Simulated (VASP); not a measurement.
Here is the system:

```
AlNi3
1.0
    3.57000     0.00000     0.00000
    0.00000     3.57000     0.00000
    0.00000     0.00000     3.57000
Al Ni
1 3
Direct
  0.00000   0.00000   0.00000
  0.00000   0.50000   0.50000
  0.50000   0.00000   0.50000
  0.50000   0.50000   0.00000
```
Starting moments (μB, in the order of the record's atoms Al Ni Ni Ni): 0.0 0.5 0.5 0.5.

The numbers are results of PBE GGA + U (Dudarev), VASP's PBE PAW potentials (set 64) (plane waves; VASP), not measurements. Settings: 400 eV cut-off, 8×8×8 Γ-centred mesh, first-order Methfessel-Paxton smearing of 0.10 eV, potentials Al Ni, U − J: Ni 2.00 eV.

Give the stress tensor in GPa (positive for a compressed cell).

```
-4.16   0.00   0.00
 0.00  -4.16   0.00
 0.00   0.00  -4.16
```
The pressure is its mean diagonal, -4.16 GPa.

The compound is Ni3Al in the L1_2 structure. The cell was not relaxed at this level. The run is one of a series of settings (LDAU = .TRUE., LDAUJ = 0 0, LDAUL = -1 2, LDAUTYPE = 2, LDAUU = 0 2.0 against the base run), some of them coarse on purpose.
